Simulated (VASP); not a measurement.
A convergence study with VASP on PbTe (rock salt): one setting is varied, all else stays as given below, so the limit is that of these other settings.

```
CELL_PARAMETERS angstrom
      0.00000     3.23000     3.23000
      3.23000     0.00000     3.23000
      3.23000     3.23000     0.00000
ATOMIC_POSITIONS crystal
  Te 0.50000 0.50000 0.50000
  Pb 0.00000 0.00000 0.00000
```

The numbers are results of PBE GGA, VASP's PBE PAW potentials (set 64) (plane waves; VASP), not measurements. The tightest run used: 550 eV cut-off, 12×12×12 Monkhorst-Pack mesh, Gaussian smearing of 0.050 eV, potentials Te Pb_d.

The reference is 12×12×12 mesh, which took about 2 core-minutes. Times come from single runs on busy shared machines, so they are rough: good to a factor of about 2.

**Question.** Of the settings 1×1×1 mesh; 2×2×2 mesh; 3×3×3 mesh; 4×4×4 mesh; 5×5×5 mesh; 6×6×6 mesh; 7×7×7 mesh; 8×8×8 mesh; 9×9×9 mesh; 10×10×10 mesh; 11×11×11 mesh; 12×12×12 mesh, which is the lowest that keeps the difference from the reference in the stress, largest component (GPa) within 0.1 from there on, and what does it cost?

**Answer.** 3×3×3 mesh; its cost over the reference is about 1/20.
```
setting        difference in the stress, largest component (GPa)  cost over the reference
-------------  -------------------------------------------------  -----------------------
1×1×1 mesh                                                 24.01               about 1/20
2×2×2 mesh                                                  1.82               about 1/20
3×3×3 mesh                                                  0.05               about 1/20
4×4×4 mesh                                                  0.04               about 1/10
5×5×5 mesh                                                  0.01               about 1/10
6×6×6 mesh                                                  0.01                about 1/7
7×7×7 mesh                                                  0.01                about 1/7
8×8×8 mesh                                                  0.00                about 1/3
9×9×9 mesh                                                  0.00                about 1/5
10×10×10 mesh                                               0.00                about 1/3
11×11×11 mesh                                               0.00                about 1/5
12×12×12 mesh                                               0.00                reference
```

Left out are rungs that failed or repeat a setting and relaxations that didn't move; long series are thinned to 24 rows.

The compound is PbTe in the rock salt structure. The cell was not relaxed at this level.
